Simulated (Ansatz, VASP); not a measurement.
**Cross-check of ZnO (ZnO (P6_3mc)) between VASP and Ansatz**

Aim: how closely do two programs agree when they are given the same cell, functional and k mesh? The cell is taken from a series of runs on this material, whose earlier steps may have relaxed, scaled, displaced or heated it; both programs get it as it stands.

Method: plane waves, with VASP 6.6.1 beside it; relaxation of cell and atoms at r2SCAN, in Ansatz 0.2.0.

## (1) The structure

It takes space group P6_3mc (No. 186, hexagonal). Conventional cell: a = 3.237 Å, b = 3.237 Å, c = 5.222 Å, α = 90.00°, β = 90.00°, γ = 120.00°. Zn has 4 O at 1.97 to 1.98 Å nearest. Nearest to O lie 4 Zn at 1.97 to 1.98 Å. Farther neighbours and most contacts between anions are not listed.

Structure file:

```cif
data_structure
_symmetry_space_group_name_H-M 'P6_3mc'
_symmetry_Int_Tables_number 186
_cell_length_a 3.2374
_cell_length_b 3.2374
_cell_length_c 5.2221
_cell_angle_alpha 90.000
_cell_angle_beta 90.000
_cell_angle_gamma 120.000
_cell_volume 47.40
loop_
_atom_site_label
_atom_site_type_symbol
_atom_site_symmetry_multiplicity
_atom_site_Wyckoff_symbol
_atom_site_fract_x
_atom_site_fract_y
_atom_site_fract_z
_atom_site_occupancy
Zn1 Zn 2 b 0.66667 0.33333 0.50059 1
O1 O 2 b 0.66667 0.33333 0.87972 1
```

## (2) Ansatz: relaxation of cell and atoms, r2SCAN

Ansatz runs on its PAW soft_1 files.

The relaxed volume is the usual yardstick between codes: in a stiff, nearly cubic crystal its relative difference is about their pressure difference at one cell divided by the bulk modulus.

The input, input.yaml:

```yaml
crystal:
  lattice:
    - [3.237351, 0.0, 0.0]
    - [-1.6186755, 2.8036282, 0.0]
    - [0.0, 0.0, 5.2220613]
  atoms:
    - { symbol: Zn, position: [0.66666667, 0.33333333, 0.5005917] }
    - { symbol: Zn, position: [0.33333333, 0.66666667, 0.0005917] }
    - { symbol: O, position: [0.66666667, 0.33333333, 0.8797183] }
    - { symbol: O, position: [0.33333333, 0.66666667, 0.3797183] }
basis:
  ecutwfc: 500
  xc_grid: 2
hamiltonian:
  xc: r2scan
  pseudopotentials: { kind: paw, azcp: { folder: soft_1 } }
kpoints:
  mp_grid: { grid: [10, 10, 6] }
scf:
  occupations: { method: fixed }
  max_iter: 100
relax:
  f_tol: 0.005
  max_steps: 60
  cell: {}
output:
  forces: true
  stress: true
checkpoint:
  write: "../cell.run"
  compress: false
  write_wavefunctions: false
  write_every: 100000
```

On the command line:

```console
$ ansatz run input.yaml --threads 4 --pin off --max-ram 7536MiB --backend cpu --events-out ev --progress --plain --runs-dir out
```

Numbers of over 12 decimals in the logs are rounded to 6 here.

The log of the run:

```text
Engine: ansatz 0.2.0, x86_64-unknown-linux-gnu
Pseudopotentials: kind: paw
Pseudopotential: Zn, paw, valence charge 12, recommended cutoff 500 eV (meta_gga), soft_1/Zn.paw.azcp
Pseudopotential: O, paw, valence charge 6, recommended cutoff 500 eV (meta_gga), soft_1/O.paw.azcp
Functional definition: r2SCAN
  parameter k0 = 0.174
  parameter k1 = 0.065
  parameter a1 = 4.9479
  exchange = r2scan_x(k0 = k0, k1 = k1, a1 = a1)
  correlation = r2scan_c
Crystal: 4 atoms, lattice volume = 47.397 Å³
Basis set: ecut = 500 eV, 1177 PW (Γ), exchange–correlation on 48×48×80 points (8 copies of the dense FFT grid, shifted against one another)
Bands: 22, of which v1, the nominal top of the filled ones, is band 18 counted from 1 (17 counted from 0)
Symmetry: 12 space group operations
Space group: P63mc (ITA 186), of the structure as read, at distance tolerance 3.6e-5 Å
k-points: 56 of 600 (time reversal used)
Non-local potential: Zn, projectors of the file, l = 0: 2, l = 1: 2, l = 2: 3, l = 3: 1
Non-local potential: O, projectors of the file, l = 0: 2, l = 1: 2, l = 2: 1
PAW form: soft (Blöchl's): semilocal exchange-correlation on the pseudo side does not see the compensation charge
PAW frozen core: Zn, regenerated for the run's functional (the file was generated under x = pbe(κ = 0.804, μ = 0.219515), c = pbe(β = 0.066725))
PAW frozen core: O, regenerated for the run's functional (the file was generated under x = pbe(κ = 0.804, μ = 0.219515), c = pbe(β = 0.066725))
PAW one-centre angular grid: Zn, 590 points (default); XC on 160 Gauss nodes
PAW one-centre angular grid: O, 302 points (default); XC on 160 Gauss nodes
Initial density: superposition of atomic densities (chi_scale 0.1, normalization cell, long waves kept (reshape's long-wave potential 0.00 eV rms))
Initial wavefunctions: pseudopotential atomic-orbital guess
Functional: x = r2scan, c = r2scan; τ floored in thin density (d = 2e-4 eV/Å³)
SCF iter   1: F=—  HF=-7790.854477 eV  |F-HF|=—  |Δ(HF+E_count)|=         —  Δρ=1.24e-1  dr2=3.83e0  dr2_τ=8.62e-2  ethr=3.10e-3  ⟨swp⟩=4.4  Hψ=5703  notcnv=0  defer=102
preconditioner: auto → Resta (q_TF=auto, 2.606 Å⁻¹)  ε∞=5.7  [insulator: Δε(μ)=1.673 eV  Ē_g=14.865 eV  n_scr=22 (ndim 8)  ℏωp=32.4 eV  f_vac=0.000  ε∞_Penn≈5.7]
SCF iter   2: F=—  HF=-7789.894230 eV  |F-HF|=—  |Δ(HF+E_count)|=   9.60e-1  Δρ=3.01e-2  dr2=3.59e-1  dr2_τ=1.73e-2  ethr=3.10e-3  ⟨swp⟩=2.8  Hψ=2862  notcnv=0  defer=100
SCF iter   3: F=—  HF=-7789.853915 eV  |F-HF|=—  |Δ(HF+E_count)|=   4.03e-2  Δρ=2.15e-2  dr2=1.72e-1  dr2_τ=3.94e-3  ethr=9.96e-4  ⟨swp⟩=2.0  Hψ=2690  notcnv=0  defer=108
SCF iter   4: F=—  HF=-7789.854218 eV  |F-HF|=—  |Δ(HF+E_count)|=   3.03e-4  Δρ=8.19e-3  dr2=1.49e-2  dr2_τ=5.83e-4  ethr=4.78e-4  ⟨swp⟩=2.1  Hψ=2250  notcnv=0  defer=111
SCF iter   5: F=—  HF=-7789.865501 eV  |F-HF|=—  |Δ(HF+E_count)|=   1.13e-2  Δρ=3.08e-3  dr2=4.02e-3  dr2_τ=1.72e-4  ethr=4.15e-5  ⟨swp⟩=2.4  Hψ=2714  notcnv=0  defer=111
SCF iter   6: F=—  HF=-7789.864491 eV  |F-HF|=—  |Δ(HF+E_count)|=   1.01e-3  Δρ=1.41e-3  dr2=4.81e-4  dr2_τ=8.68e-6  ethr=1.12e-5  ⟨swp⟩=2.7  Hψ=2328  notcnv=0  defer=112
SCF iter   7: F=—  HF=-7789.864606 eV  |F-HF|=—  |Δ(HF+E_count)|=   1.15e-4  Δρ=3.47e-4  dr2=3.77e-5  dr2_τ=1.65e-6  ethr=1.34e-6  ⟨swp⟩=2.0  Hψ=2240  notcnv=0  defer=112
SCF iter   8: F=—  HF=-7789.864602 eV  |F-HF|=—  |Δ(HF+E_count)|=   3.20e-6  Δρ=5.57e-5  dr2=1.17e-6  dr2_τ=1.60e-8  ethr=1.05e-7  ⟨swp⟩=2.0  Hψ=2120  notcnv=0
SCF iter   9: F=-7789.864603 eV  HF=-7789.864603 eV  |F-HF|=9.04e-10  |Δ(HF+E_count)|=   1.84e-7  Δρ=7.98e-6  dr2=2.20e-8  dr2_τ=1.37e-9  ethr=2.78e-10  ⟨swp⟩=3.2  Hψ=5583  notcnv=0
SCF 1 converged in 9 iterations: F = -7789.864603 eV  dr2 = 2.20e-8
  greatest PAW one-centre occupation: 0.987 electrons in one spin orbital (limit 2), on the Zn atom at site 0 (counted from 0), in its partial waves of l = 2
relax step   1: F+E_penalty+E_count = -7789.86460267 eV  Δ(F+E_penalty+E_count) = +0.000e0 eV  max|allowed force component| = 6.085e-3 eV/Å  Δτ_max = 0.0000 Å  P = -0.498 GPa  Ω = 47.397 Å³  (9 SCF iters, dr2 threshold 1.00e-7 eV, accepted)
[...]
relax step   2: F+E_penalty+E_count = -7789.86489067 eV  Δ(F+E_penalty+E_count) = -2.880e-4 eV  max|allowed force component| = 6.224e-3 eV/Å  Δτ_max = 0.0004 Å  P = -0.235 GPa  Ω = 47.313 Å³  energy of the carried Pulay correction = +8.120e-5 eV  (4 SCF iters, dr2 threshold 4.00e-7 eV, accepted)
[...]
relax step   3: F+E_penalty+E_count = -7789.86502876 eV  Δ(F+E_penalty+E_count) = -1.381e-4 eV  max|allowed force component| = 4.030e-3 eV/Å  Δτ_max = 0.0005 Å  P = +0.006 GPa  Ω = 47.236 Å³  energy of the carried Pulay correction = +1.552e-4 eV  (5 SCF iters, dr2 threshold 1.38e-7 eV, accepted)
[...]
relax step   4: F+E_penalty+E_count = -7789.86484073 eV  Δ(F+E_penalty+E_count) = +1.880e-4 eV  max|allowed force component| = 4.052e-3 eV/Å  Δτ_max = 0.0000 Å  P = +0.006 GPa  Ω = 47.236 Å³  stress off target by 2.33e-2 GPa  SCF on the basis re-selected at this cell (its energy is not comparable with the rows above)  (6 SCF iters)
basis re-selected at this cell: Δ(F+E_penalty+E_count) = +1.880e-4 eV, ΔP = -0.000 GPa vs the last step (what re-selecting the basis moved, of the pressure what is left beyond the Pulay correction that the steps carried, after the strain that the cell walked since its last selection, with what the two solves' SCF thresholds leave and, on support functions, any second-order correction that the steps lacked; it is no m [...]
SCF converged after 6 iterations
Free energy (F): -7789.864841 eV
Harris-Foulkes:  -7789.864841 eV  (|F-HF|=6.37e-12)
Internal energy: -7789.864841 eV  (E = F + TS)
E sigma→0 (E₀):  -7789.864841 eV
Fermi energy:    6.918174 eV
--- Per-component energies (eV) ---
  E_band       = 47.846716
  E_kinetic    = 629.975638
  E_local      = -4446.295563  (includes V_loc(G=0)·N_el)
  E_nonlocal   = 1767.647447
  E_hartree    = 1676.904846
  E_xc         = -280.241593
  E_vxc        = -304.725073  (∫ρ·V_xc dr)
  E_paw        = -4167.118820  (= ΣΔE_a)
  E_vpaw       = -970.513528  (= ΣTr[D̂ρ^β])
  E_aug_tail   = 0.000657  (compensation charges beyond the density's cutoff)
  E_vtau       = 17.947537  (kinetic-family band-sum trace: ∫τ·v_τ [+ j·A + Jᵃ·Aᵃ] dr)
  E_ewald      = -2970.308336
  E_core_change = -0.429116  (= ΣΔE_core)
  E_smearing   = -0.000000  (= −TS)
  E_closure    = -0.000000  (closes the sum)
  Σ components = -7789.864841   (vs F -7789.864841, Δ=0.00e0)
--- Forces (eV/Å), atoms counted from 1 ---
  atom   1  Zn     0.00000000     0.00000000    -0.00369273
  atom   2  Zn     0.00000000    -0.00000000    -0.00369273
  atom   3  O      0.00000000    -0.00000000     0.00441105
  atom   4  O     -0.00000000     0.00000000     0.00441105
  max |Σ_I F_I| component: 1.44e-3 eV/Å
--- Stress (GPa, compression-positive) ---
       -0.002186       0.000000      -0.000000
        0.000000      -0.002186      -0.000000
       -0.000000      -0.000000       0.023254
  P = ⅓ Tr σ = 0.0063 GPa (0.063 kbar)
--- Relaxed structure (3 steps of the walk, 3 accepted, 1 SCFs on fresh bases) ---
  F+E_penalty+E_count = -7789.86484073 eV   max|allowed force component| = 4.052e-3 eV/Å   (the final SCF, on the basis selected at the relaxed cell)
  cell:  # Å, volume = 47.2360 Å³
    - [3.234895, 0, 0]
    - [-1.617448, 2.801502, 0]
    - [0, 0.0, 5.212209]
  atoms:
    - { symbol: Zn, position: [0.666667, 0.333333, 0.500418] }
    - { symbol: Zn, position: [0.333333, 0.666667, 0.000417516] }
    - { symbol: O, position: [0.666667, 0.333333, 0.879892] }
    - { symbol: O, position: [0.333333, 0.666667, 0.379892] }
```

[end of part 1 of 2]

[Lines on the potential files, build, host, timing and source positions are cut from VASP's logs without a mark.]

[Logs are printed without paths, hosts, clocks, repeated set-up lines and the standing remarks that a program may print on its own settings, such as how far it seeks lower states.]

[Hosts, paths, dates, database ids (printed as entryN), source tags and the programs' standing remarks are cut or masked in the printed files.]
